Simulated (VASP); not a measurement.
Write the native input for VASP 6.6.1 that does the following.

```
Task                   : single point
Functional             : PBE
Potentials or basis    : VASP PAW PBE potentials, release 64 (H, Pt, Br)
Cutoff                 : 520 eV
k mesh                 : 8 × 8 × 8
Occupations            : gaussian, width 0.1 eV
Spin                   : no spin polarisation
Dipole correction      : no
Further INCAR settings : ALGO = Normal; EDIFF = 1e-07; NBANDS = 24
```

The structure of HPtBr3 lies in POSCAR:

```
HPtBr3
1.0
    4.5886469755      0.0000000000      0.0000000000
    0.0000000000      4.5886469755      0.0000000000
    0.0000000000      0.0000000000      4.5886469755
H Pt Br
1 1 3
Direct
    0.0000000000      0.0000000000      0.0000000000
    0.5000000000      0.5000000000      0.5000000000
    0.5000000000      0.0000000000      0.0000000000
    0.0000000000      0.5000000000      0.0000000000
    0.0000000000      0.0000000000      0.5000000000
```

The cell was built by a generator and needn't be a form met in nature.

The cell isn't the ideal one: species swapped into the EuHfO3 type (Pm-3m, No. 221).

The input as run:

INCAR

```
SYSTEM = HPtBr3
  ALGO = Normal
  EDIFF = 1E-7
  ENCUT = 520
  GGA = PE
  ISIF = 2
  ISMEAR = 0
  LASPH = .True.
  LCHARG = .True.
  LELF = .True.
  LREAL = .False.
  LVHAR = .True.
  LWAVE = .False.
  NBANDS = 24
  NELM = 60
  PREC = Accurate
  SIGMA = 0.1
```

KPOINTS

```
k-points
0
Gamma
  8 8 8
  0 0 0
```

Potentials or basis: VASP PAW PBE potentials, release 64 (H, Pt, Br).

Run with:

```sh
$ cat potpaw_PBE.64/H/POTCAR potpaw_PBE.64/Pt/POTCAR potpaw_PBE.64/Br/POTCAR > POTCAR
$ mpirun -np 1 vasp_std > vasp.out
```

It gave:

* Pressure: 0.0 GPa
* Band gap on the k mesh: none (metal or under the smearing width)

It took 79 s on 1 thread of Intel(R) Xeon(R) Platinum 8488C (Sapphire Rapids), on a shared host, peak memory 0.24 GiB.
